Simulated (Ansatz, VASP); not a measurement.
# HfCr: VASP beside Ansatz, part 3 of 3

Aim: how closely do two programs agree when they are given the same cell, functional and k mesh? The cell is invented: As first built, before any earlier steps moved the atoms (in the runner's words): it takes the HfTi structure with some of its atoms replaced by other elements, volume scaled by an estimate. It may not be a known or stable phase. The cell is a member of a volume series, scaled by 0.94 from a relaxed one, so a pressure remains.

VASP 6.6.1 and Ansatz 0.2.0.

So far. Step 5 (VASP: single point, r2SCAN, volume scaled by 1.02): The run ends at a pressure of -1.85 GPa. Step 6 (Ansatz: single point, r2SCAN, volume scaled by 1.02): The run ends at a pressure of -1.05 GPa.

## (8) Ansatz: single point, r2SCAN, volume scaled by 1.04

Level of this step: Ansatz beside VASP: Kohn-Sham DFT, plane waves, r2SCAN (Ansatz).

With cell and atoms fixed, the geometry can't cause a difference; cores, projectors, grids and the points listed under the comparison can. The cell compared in this pair holds 39.00 Å³, against 38.25 Å³ for the pair before.

The cell is a member of a volume series, scaled by 1.04 from a relaxed one, so a pressure remains.

File input.yaml:

```yaml
crystal:
  lattice:
    - [3.1531876075, 0.0, 0.0]
    - [-1.5765938038, 2.7307415175, 0.0]
    - [0.0, 0.0, 4.529765863]
  atoms:
    - { symbol: Hf, position: [0.66666667, 0.33333333, 0.5], spin: -0.39 }
    - { symbol: Cr, position: [0.33333333, 0.66666667, 0.0], spin: 3.166 }
hamiltonian:
  xc: r2scan
  pseudopotentials: { kind: paw }
magnetization:
  spin_polarized: true
kpoints:
  mp_grid: { grid: [8, 8, 5] }
scf:
  occupations: { method: gaussian, width: 0.05 }
  n_extra_bands: 7
output:
  forces: true
  stress: true
  eigenvalues: true
  write_density: true
  write_potential: true
  elf: true
  volumetric_format: npy
```

Launch:

```bash
ansatz run input.yaml --threads 2 --pin off --max-ram 4608MiB --backend cpu --events-out ev --progress --plain --runs-dir out
```

Numbers of over 12 decimals in the logs are rounded to 6 here.

Log:

```text
[...]
Crystal: 2 atoms, lattice volume = 39.004 Å³
Basis set: ecut = 500 eV, 953 PW (Γ), exchange–correlation on 96×96×144 points (64 copies of the dense FFT grid, shifted against one another)
Bands: 27, of which v1, the nominal top of the filled ones, is band 20 counted from 1 (19 counted from 0)
Symmetry: 12 space group operations
[...]
k-point 1 ↑: bands = [... 16 lower, 13.1446, 15.2064, 15.2064, 15.4972, 15.4972, 16.2288, 18.1347, 19.0187, ... 3 higher]
  k-point 2 ↑: bands = [... 16 lower, 12.3642, 15.1559, 15.1559, 15.3050, 15.3887, 15.3887, 17.9922, 19.3502, ... 3 higher]
  k-point 29 ↓: bands = [... 16 lower, 15.0475, 16.1040, 16.4038, 16.6427, 17.5717, 19.4703, 20.1177, 20.6120, ... 3 higher]
[key lines of the parts left out:]
SCF converged after 19 iterations
Magnetization: 2.8680 μB (21.4340 up, 18.5660 down)
Free energy (F): -19114.930252 eV
Fermi energy:    16.701408 eV
P = ⅓ Tr σ = -2.5215 GPa (-25.215 kbar)
```

The job ended after 17 s (2 threads of Arm Neoverse V2, shared host; peak memory 0.47 GiB; 32 s of CPU time).

The run ends at a pressure of -2.52 GPa.

## (9) VASP: single point, r2SCAN, volume scaled by 1.04

The same cell, functional, mesh and smearing now go to VASP, with its own data sets and cutoff.

File INCAR:

```
SYSTEM = HfCr
PREC = Accurate
ENCUT = 400
EDIFF = 1E-06
NELM = 100
ISMEAR = 0
SIGMA = 0.05
LREAL = .FALSE.
ALGO = Normal
METAGGA = R2SCAN
LASPH = .TRUE.
NBANDS = 18
ISPIN = 2
MAGMOM = -0.39 3.166
LMAXMIX = 4
LORBIT = 11
LWAVE = .FALSE.
LCHARG = .FALSE.
ISIF = 2
```

File POSCAR:

```
HfCr
1.0
    3.1531876075      0.0000000000      0.0000000000
   -1.5765938038      2.7307415175      0.0000000000
    0.0000000000      0.0000000000      4.5297658630
Hf Cr
1 1
Direct
    0.6666666700      0.3333333300      0.5000000000
    0.3333333300      0.6666666700      0.0000000000
```

File KPOINTS:

```
Automatic mesh
0
Gamma
8 8 5
0 0 0
```

Potentials, in the order of the species: Hf_pv and Cr_pv (PBE family, release 64).

Launch:

```bash
mpirun -np 1 vasp_std
```

Log:

```text
[... set-up lines as in an earlier step ...]
 entering main loop
       N       E                     dE             d eps       ncg     rms          rms(c)
DAV:   1     0.936343890614E+02    0.93634E+02   -0.11440E+04  2160   0.107E+03
DAV:   2    -0.605086835799E+02   -0.15414E+03   -0.15109E+03  2268   0.333E+02
DAV:   3    -0.658304769049E+02   -0.53218E+01   -0.52185E+01  2584   0.599E+01
DAV:   4    -0.659291266443E+02   -0.98650E-01   -0.98426E-01  2552   0.772E+00
[...]
DAV:  23    -0.594001306958E+02    0.11604E-05   -0.13446E-06  1408   0.632E-03    0.725E-03
DAV:  24    -0.594001257196E+02    0.49762E-05   -0.12917E-06  1282   0.506E-03    0.243E-03
DAV:  25    -0.594001259468E+02   -0.22715E-06   -0.11918E-07  1184   0.214E-03
   1 F= -.59400126E+02 E0= -.59398170E+02  d E =-.391193E-02  mag=     2.8610
```

Parts of OUTCAR (step 9):

```text
  Total       -0.8569067     -0.8569073     -0.7009894      0.0000000      0.0000000      0.0000000
  in kB      -35.1996192    -35.1996436    -28.7949191      0.0000000      0.0000000      0.0000000
  external PRESSURE =     -33.0647273 kB  Pullay stress =       0.0000000 kB

 POSITION                                       TOTAL-FORCE (eV/Angst)
 -----------------------------------------------------------------------------------
      1.57659      0.91025      2.26488        -0.000000      0.000000      0.000000
     -0.00000      1.82049      0.00000         0.000000      0.000000      0.000000
 -----------------------------------------------------------------------------------
    total drift:                                0.000017     -0.000003      0.000000

  FREE ENERGIE OF THE ION-ELECTRON SYSTEM (eV)
  ---------------------------------------------------
  free  energy   TOTEN  =       -59.4001259468 eV

  energy  without entropy=      -59.3962140163  energy(sigma->0) =      -59.39816998

 magnetization (x)
# of ion       s       p       d       tot
------------------------------------------
    1       -0.020  -0.073  -0.332  -0.426
    2        0.054   0.035   3.172   3.261
--------------------------------------------------
tot          0.034  -0.039   2.840   2.835

[... 1 part as in an earlier step ...]

[... 2 further parts left out ...]
[key lines of the parts left out:]
E-fermi :   5.5982
```

The run ends at a pressure of -3.31 GPa.

## (10) Comparison

The two programs side by side:

| quantity | Ansatz | VASP | difference |
| --- | --- | --- | --- |
| pressure (GPa) | -2.52 | -3.31 | +0.78 |
| pressure without Ansatz's Pulay correction (GPa) | -2.57 | -3.31 | +0.73 |
| total moment (μB) | 2.87 | 2.86 | +0.01 |
| moment on Cr2 (μB) | 3.28 | 3.26 | +0.02 |
| moment on Hf1 (μB) | -0.33 | -0.43 | +0.10 |

Ansatz's pressure holds a Pulay correction of 0.05 GPa; VASP's holds none.

## (11) Results

| Quantity | Value |
| --- | --- |
| difference in total moment (single point, r2SCAN, volume scaled by 0.94) | 0.0031 μB |
| difference in pressure (single point, r2SCAN, volume scaled by 0.94) | 0.90 GPa |
| difference in total moment (single point, r2SCAN, volume scaled by 1.02) | 0.0036 μB |
| difference in pressure (single point, r2SCAN, volume scaled by 1.02) | 0.80 GPa |
| difference in total moment (single point, r2SCAN, volume scaled by 1.04) | 0.0070 μB |
| difference in pressure (single point, r2SCAN, volume scaled by 1.04) | 0.78 GPa |

In words: The difference in pressure is 0.90 GPa (single point, r2SCAN, volume scaled by 0.94), within the 1 GPa picked in this series as the mark of a large difference. 1 further run of this series is not shown here. How closely two codes agree says nothing of how well the functional describes the real material.

[Lines on the potential files, build, host, timing and source positions are cut from VASP's logs without a mark.]

[Logs are printed without paths, hosts, clocks, repeated set-up lines and the standing remarks that a program may print on its own settings, such as how far it seeks lower states.]

[Hosts, paths, dates, database ids (printed as entryN), source tags and the programs' standing remarks are cut or masked in the printed files.]
